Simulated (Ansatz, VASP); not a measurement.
**La2AlF: VASP beside Ansatz**

```
La Al F
1.0
     4.07590    0.00000    0.00000
     0.00000    4.07590    0.00000
     0.00000    0.00000    5.56203
La Al F
2 1 1
Direct
  0.00000 0.00000 0.50000
  0.50000 0.50000 0.00000
  0.00000 0.00000 0.00000
  0.50000 0.50000 0.50000
```

Change from the starting cell: species swapped into the LiSmSe2 type (P4/mmm, No. 123).

Alike in both runs: task relaxation of cell and atoms; functional PBE; k mesh 4 × 4 × 4; occupations gaussian, width 0.1 eV; no spin polarisation.

|  | VASP | Ansatz |
| --- | --- | --- |
| version | VASP 6.6.1 | Ansatz 0.2.0 |
| potentials or method | VASP PAW PBE potentials, release 64 (La, Al, F) | scalar-relativistic, plane waves, PAW |
| plane-wave cutoff (eV) | 600 | 420 |
| valence electrons in the cell | 32 | 32 |

Ansatz gave:

- gap on the k mesh at the Fermi level, each at its own relaxed structure (eV): none
- relaxed volume (Å³/atom): 27.10
- relaxed cell length with the largest relative difference (Å): 5.959
- energy change over the relaxation (meV/atom): -109

Q: What did VASP give for the same quantities?

A: gap on the k mesh at the Fermi level, each at its own relaxed structure (eV): none; relaxed volume (Å³/atom): 27.10; relaxed cell length with the largest relative difference (Å): 5.968; energy change over the relaxation (meV/atom): -107.

A gap of «none» marks a metal or a gap that the smearing closes.

Caveats: the k mesh is coarse (spacing up to 0.39 Å⁻¹), so the values aren't converged; the volume moved by over 15 % at a fixed basis, so the end points are rough (VASP). Spin-orbit coupling is left out, which matters for the levels of La.
